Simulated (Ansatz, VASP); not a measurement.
## Two plane-wave programs on FeBiOs3

INCAR

```
PREC = Accurate ; ENCUT = 520
EDIFF = 1E-6 ; ISMEAR = -1
SIGMA = 0.001 ; LREAL = F
LASPH = T ; NELM = 80
ALGO = Normal ; ISIF = 2
LWAVE = F ; LCHARG = F
GGA = PE ; NBANDS = 58
```

Contents of KPOINTS:

```
regular mesh
0
Gamma
  4 4 4
```

POSCAR

```
FeBiOs3
1.0
    3.0760880000      5.3279360000      0.0000000000
   -3.0760880000      5.3279360000      0.0000000000
    0.0000000000     -3.5519580000      5.0893740000
Bi Fe Os
2 2 6
Direct
    0.0000000000      0.0000000000      0.0000000000
    0.5000000000      0.5000000000      0.5000000000
    0.2212000000      0.2212000000      0.6636000000
    0.7212000000      0.7212000000      0.1636000000
    0.3973000000      0.5233000000      0.8629000000
    0.9423000000      0.3973000000      0.8629000000
    0.5233000000      0.9423000000      0.8629000000
    0.4423000000      0.0233000000      0.3629000000
    0.0233000000      0.8973000000      0.3629000000
    0.8973000000      0.4423000000      0.3629000000
```

Input for Ansatz:

```yaml
crystal:
  lattice:
    - [3.076088, 5.327936, 0.0]
    - [-3.076088, 5.327936, 0.0]
    - [0.0, -3.551958, 5.089374]
  atoms:
    - { symbol: Bi, position: [0.0, 0.0, 0.0] }
    - { symbol: Bi, position: [0.5, 0.5, 0.5] }
    - { symbol: Fe, position: [0.2212, 0.2212, 0.6636] }
    - { symbol: Fe, position: [0.7212, 0.7212, 0.1636] }
    - { symbol: Os, position: [0.3973, 0.5233, 0.8629] }
    - { symbol: Os, position: [0.9423, 0.3973, 0.8629] }
    - { symbol: Os, position: [0.5233, 0.9423, 0.8629] }
    - { symbol: Os, position: [0.4423, 0.0233, 0.3629] }
    - { symbol: Os, position: [0.0233, 0.8973, 0.3629] }
    - { symbol: Os, position: [0.8973, 0.4423, 0.3629] }
  symmetry: { tolerance: 0.0003 }
kpoints:
  mp_grid: { grid: [4, 4, 4], shift: [0, 0, 0] }
magnetization:
  spin_polarized: false
scf:
  occupations: { method: fermi_dirac, width: 0.001 }
  eigensolver: { kind: davidson }
hamiltonian:
  pseudopotentials: { kind: paw }
  xc: pbe
basis:
  ecutwfc: 420
output:
  forces: true
  stress: true
  eigenvalues: true
  write_density: true
  write_potential: true
  elf: true
  volumetric_format: npy
```

The cell was built by a generator and needn't be a form met in nature.

Alike in both runs: task single point; functional PBE; k mesh 4 × 4 × 4; occupations fermi-dirac, width 0.001 eV; no spin polarisation.

|  | VASP | Ansatz |
| --- | --- | --- |
| version | VASP 6.6.1 | Ansatz 0.2.0 |
| potentials or method | VASP PAW PBE potentials, release 64 (Bi_d, Fe, Os) | PAW plane waves |
| plane-wave cutoff (eV) | 520 | 420 |
| valence electrons in the cell | 94 | 158 |

```tsv
	VASP	Ansatz	Ansatz less VASP
gap on the k mesh at the Fermi level (eV)	none	none	-
rms of the force components (eV/Å)	1.717	1.717	-0.0001
```

Atom by atom the forces differ by 0.113 eV/Å (rms over components). A gap of «none» marks a metal or a gap that the smearing closes. With one functional, cell and mesh, what is left measures potentials, basis and numerics. The two sets of potentials don't hold the same shells in valence. Ansatz warned: «structure_snapped_to_symmetry».

Caveats: spin-orbit coupling is left out, which moves the levels of the heavy elements; forces of over 1 eV/Å show positions far from the minimum, so gaps and moduli don't describe the material at rest. Spin polarisation is off, so any magnetic state and its effect on volume and gap are missing.
